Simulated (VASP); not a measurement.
```xyz
1
Lattice="-1.6300 1.6300 1.6300 1.6300 -1.6300 1.6300 1.6300 1.6300 -1.6300" Properties=species:S:1:pos:R:3 pbc="T T T"
Ta     0.0000     0.0000     0.0000
```

All values below come from LDA (Ceperley-Alder, Perdew-Zunger) with spin-orbit coupling, VASP's LDA PAW potentials (set 64) (plane waves; VASP). Run with 400 eV cut-off, 14×14×14 Γ-centred mesh, Gaussian smearing of 0.050 eV, potentials Ta_pv.

Q: Give the energies of bands 7 to 17 at the high-symmetry points, in eV from the Fermi level.

A: 
| band | Γ | H | N | P |
|---|---|---|---|---|
| 7 | -7.96 | -4.04 | -4.53 | -1.63 |
| 8 | -7.96 | -4.04 | -4.53 | -1.63 |
| 9 | 0.52 | -4.04 | -1.70 | -0.99 |
| 10 | 0.52 | -4.04 | -1.70 | -0.99 |
| 11 | 0.52 | 6.90 | 1.99 | -0.99 |
| 12 | 0.52 | 6.90 | 1.99 | -0.99 |
| 13 | 0.94 | 6.90 | 3.96 | 5.22 |
| 14 | 0.94 | 6.90 | 3.96 | 5.22 |
| 15 | 4.11 | 7.53 | 5.04 | 5.22 |
| 16 | 4.11 | 7.53 | 5.04 | 5.22 |
| 17 | 4.11 | 7.76 | 8.15 | 7.52 |

It has no gap at this level: it comes out as a metal or semimetal.

The structure comes from a computed database's Ta entry (Im-3m); how it stands against other phases isn't given here. It was relaxed first.
